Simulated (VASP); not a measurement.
**WO$_{3}$ (space group P2_1/c): computed properties**

The numbers are results of LDA (Ceperley-Alder, Perdew-Zunger), VASP's LDA PAW potentials (set 64) (plane waves; VASP), not measurements.

For WO3, the space group is P2_1/c (14) and the cell is a = 5.280 Å, b = 5.190 Å, c = 7.586 Å, α = γ = 90.00°, β = 91.51°. The volume per atom comes out as 12.99 Å³/atom and the band gap (over mesh and band path) is 1.58 eV. The smallest direct gap (over mesh and band path) is 1.58 eV and the band-edge character comes out as direct, B-Γ at 0.88 to B-Γ at 0.88. The density is 7.41 g/cm³.

```yaml
crystal:
  lattice:
    - [5.28020, 0.00000, 0.00017]
    - [0.00000, 5.18954, 0.00000]
    - [-0.20042, 0.00000, 7.58296]
  atoms:
    - { symbol: W, position: [0.74640, 0.26601, 0.72015] }
    - { symbol: W, position: [0.25360, 0.73399, 0.27985] }
    - { symbol: W, position: [0.25360, 0.76601, 0.77985] }
    - { symbol: W, position: [0.74640, 0.23399, 0.22015] }
    - { symbol: O, position: [0.45936, 0.03373, 0.21674] }
    - { symbol: O, position: [0.54064, 0.96627, 0.78326] }
    - { symbol: O, position: [0.54064, 0.53373, 0.28326] }
    - { symbol: O, position: [0.45936, 0.46627, 0.71674] }
    - { symbol: O, position: [0.25163, 0.68430, 0.00815] }
    - { symbol: O, position: [0.74837, 0.31570, 0.99185] }
    - { symbol: O, position: [0.74837, 0.18430, 0.49185] }
    - { symbol: O, position: [0.25163, 0.81570, 0.50815] }
    - { symbol: O, position: [0.03301, 0.03823, 0.78338] }
    - { symbol: O, position: [0.96699, 0.96177, 0.21662] }
    - { symbol: O, position: [0.96699, 0.53823, 0.71662] }
    - { symbol: O, position: [0.03301, 0.46177, 0.28338] }
```

Unless said otherwise, spin-orbit coupling is left out, though it shifts the bands of the heavy elements here.

The structure comes from a computed database's WO3 entry (P2_1/c); how it stands against other phases isn't given here. It was relaxed first. Symmetry was kept, so distortions that lower it aren't found.
